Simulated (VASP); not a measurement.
Method: PBE GGA with D3 dispersion (Becke-Johnson damping), VASP's PBE PAW potentials (set 64) (plane waves; VASP).

VASP input:

KPOINTS:
```
kpoints
0
G
  19 19 10
```

**POSCAR**
```
Be
1
    1.1096962524    -1.9220501316     0.0000000000
    1.1096962524     1.9220501316     0.0000000000
    0.0000000000     0.0000000000     3.4911735343
Be
2
Direct
  0.3333330000   0.6666670000   0.2500000000
  0.6666670000   0.3333330000   0.7500000000
```

### INCAR
```
SYSTEM = Be
PREC = Accurate
ENCUT = 520
EDIFF = 1E-7
NELM = 100
ALGO = Normal
LREAL = .FALSE.
LASPH = .TRUE.
ISMEAR = 1
SIGMA = 0.1
GGA = PE
IVDW = 12
LWAVE = .FALSE.
LCHARG = .FALSE.
ISIF = 4
IBRION = 2
NSW = 30
EDIFFG = -0.01
```

POTCAR, in this order: Be (PBE.64 set). Program: vasp_std.

### Question
Predict the energy per atom (σ→0), dispersion energy, band gap (on the k-mesh).

### Answer

The energy per atom (σ→0) is -4.135 eV/atom, the dispersion energy comes out as -0.756 eV and the band gap (on the k-mesh) comes out as none (metal, semimetal or under 0.01 eV).

File OSZICAR:
```
...
DAV:  10    -0.751474107357E+01    0.69268E-07   -0.33880E-09  3504   0.544E-04
   1 F= -.82704579E+01 E0= -.82704583E+01  d E =-.827046E+01
       N       E                     dE             d eps       ncg     rms          rms(c)
DAV:   1    -0.751501139171E+01   -0.27025E-03   -0.27538E-03  3630   0.355E-01    0.187E-02
DAV:   2    -0.751500911614E+01    0.22756E-05   -0.11803E-05  3546   0.323E-02    0.114E-02
DAV:   3    -0.751500698146E+01    0.21347E-05   -0.11749E-06  3906   0.678E-03    0.154E-04
DAV:   4    -0.751500698124E+01    0.21980E-09   -0.97035E-09  2706   0.100E-03
   2 F= -.82707197E+01 E0= -.82707335E+01  d E =-.261881E-03
```

The compound is Be in the hcp structure. This run relaxes it. Symmetry was kept, so distortions that lower it aren't found.
